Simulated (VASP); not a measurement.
All values below come from revPBE GGA, VASP's PBE PAW potentials (set 64) (plane waves; VASP).

Input for VASP

### POSCAR
```
PdIn
1
    3.3001574605     0.0000000000     0.0000000000
    0.0000000000     3.3001574605     0.0000000000
    0.0000000000     0.0000000000     3.3001574605
In Pd
1 1
Direct
  0.5000000000   0.5000000000   0.5000000000
  0.0000000000   0.0000000000   0.0000000000
```

INCAR:
```
SYSTEM=PdIn
PREC=Accurate; ENCUT=520; LREAL=F
LASPH=T
EDIFF=1E-7; NELM=100; ALGO=Normal
LMAXMIX=4
ISMEAR=1; SIGMA=0.1
GGA=RE
ISIF=2
LWAVE=F; LCHARG=F
```

KPOINTS:
```
Automatic mesh
0
Gamma
11 11 11
0 0 0
```

POTCAR, in this order: In_d Pd (PBE.64 set). Program: vasp_std.

Output

**OSZICAR**
```
       N       E                     dE             d eps       ncg     rms          rms(c)
DAV:   1     0.158461629761E+03    0.15846E+03   -0.11456E+04  1709   0.197E+03
DAV:   2    -0.636071086887E+00   -0.15910E+03   -0.15466E+03  1771   0.400E+02
DAV:   3    -0.797699573852E+01   -0.73409E+01   -0.72778E+01  2100   0.933E+01
DAV:   4    -0.810427851722E+01   -0.12728E+00   -0.12724E+00  2062   0.117E+01
DAV:   5    -0.811018887083E+01   -0.59104E-02   -0.59103E-02  2553   0.221E+00    0.590E+00
DAV:   6    -0.797459236997E+01    0.13560E+00   -0.28859E-01  2149   0.898E+00    0.292E+00
DAV:   7    -0.794503005982E+01    0.29562E-01   -0.65105E-02  2183   0.493E+00    0.111E+00
DAV:   8    -0.794123371606E+01    0.37963E-02   -0.15689E-02  1862   0.130E+00    0.344E-01
DAV:   9    -0.794078401156E+01    0.44970E-03   -0.18419E-03  2184   0.695E-01    0.501E-02
DAV:  10    -0.794079914057E+01   -0.15129E-04   -0.37075E-05  2212   0.826E-02    0.269E-02
DAV:  11    -0.794080387695E+01   -0.47364E-05   -0.88162E-06  1953   0.316E-02    0.343E-03
DAV:  12    -0.794080424635E+01   -0.36939E-06   -0.51235E-07  2249   0.844E-03    0.409E-03
DAV:  13    -0.794080410973E+01    0.13662E-06   -0.31349E-08  1155   0.237E-03    0.122E-03
DAV:  14    -0.794080400823E+01    0.10150E-06   -0.12784E-08  1043   0.207E-03    0.460E-04
DAV:  15    -0.794080399782E+01    0.10408E-07   -0.44791E-09  1001   0.112E-03
   1 F= -.79408040E+01 E0= -.79403791E+01  d E =-.127474E-02
```

### OUTCAR
```
------------------------ aborting loop because EDIFF is reached ----------------------------------------
  FORCE on cell =-STRESS in cart. coord.  units (eV):
  Direction    XX          YY          ZZ          XY          YZ          ZX
  --------------------------------------------------------------------------------------
  Total        0.6306407      0.6306407      0.6306407      0.0000000      0.0000000     -0.0000000
  in kB       28.1117944     28.1117944     28.1117944      0.0000000      0.0000000     -0.0000000
  external PRESSURE =      28.1117944 kB  Pullay stress =       0.0000000 kB
  volume of cell :       35.94
      direct lattice vectors                 reciprocal lattice vectors
     3.300157460  0.000000000  0.000000000     0.303015845  0.000000000  0.000000000
     0.000000000  3.300157460  0.000000000     0.000000000  0.303015845  0.000000000
     0.000000000  0.000000000  3.300157460     0.000000000  0.000000000  0.303015845
 POSITION                                       TOTAL-FORCE (eV/Angst)
 -----------------------------------------------------------------------------------
      1.65008      1.65008      1.65008         0.000000      0.000000      0.000000
      0.00000      0.00000      0.00000         0.000000      0.000000      0.000000
 -----------------------------------------------------------------------------------
    total drift:                                0.000000      0.000000      0.000000
  FREE ENERGIE OF THE ION-ELECTRON SYSTEM (eV)
  ---------------------------------------------------
  free  energy   TOTEN  =        -7.9408039978 eV

  energy  without entropy=       -7.9395292605  energy(sigma->0) =       -7.94037909
```
(Selected blocks of OUTCAR.)

OUTCAR:
```
 val. band max:       10.1516230009   @ k =   0.4545   0.4545   0.2727

 cond. band min:      10.1662292389   @ k =   0.3636   0.1818   0.1818


 Fermi energy:        10.1561791365

 k-point     1 :       0.0000    0.0000    0.0000
  band No.  band energies     occupation
      1      -4.7527      2.00000
      2      -4.7527      2.00000
      3      -4.3756      2.00000
      4      -4.3756      2.00000
      5      -4.3756      2.00000
      6       0.3538      2.00000
      7       6.4898      2.00000
      8       6.4898      2.00000
      9       7.9697      2.00000
     10       7.9697      2.00000
     11       7.9697      2.00000
     12      14.3897      0.00000
     13      14.3897      0.00000
     14      14.3897      0.00000
     15      19.3509      0.00000

 k-point     2 :       0.0909    0.0000    0.0000
  band No.  band energies     occupation
      1      -4.7487      2.00000
      2      -4.7268      2.00000
      3      -4.3836      2.00000
      4      -4.3836      2.00000
      5      -4.3734      2.00000
      6       0.4822      2.00000
      7       6.4922      2.00000
      8       6.5111      2.00000
      9       7.8769      2.00000
     10       7.8769      2.00000
     11       7.9645      2.00000
     12      13.4918      0.00000
     13      14.6429      0.00000
     14      14.6429      0.00000
     15      19.7063      0.00000

 k-point     3 :       0.1818    0.0000    0.0000
  band No.  band energies     occupation
      1      -4.7379      2.00000
      2      -4.6574      2.00000
      3      -4.4048      2.00000
      4      -4.4048      2.00000
      5      -4.3674      2.00000
      6       0.8661      2.00000
      7       6.4986      2.00000
      8       6.5284      2.00000
      9       7.6488      2.00000
     10       7.6488      2.00000
     11       7.9508      2.00000
     12      11.8320     -0.00000
     13      15.3513      0.00000
     14      15.3513      0.00000
     15      19.8819      0.00000
...
```

Unless said otherwise, spin-orbit coupling is left out, though it shifts the bands of the heavy elements here.

The compound is PdIn in the CsCl type structure. This cell is one point of a volume scan, at 0.97 of the reference volume. The electron count is odd and the run is not spin-polarised, which forces a metal.
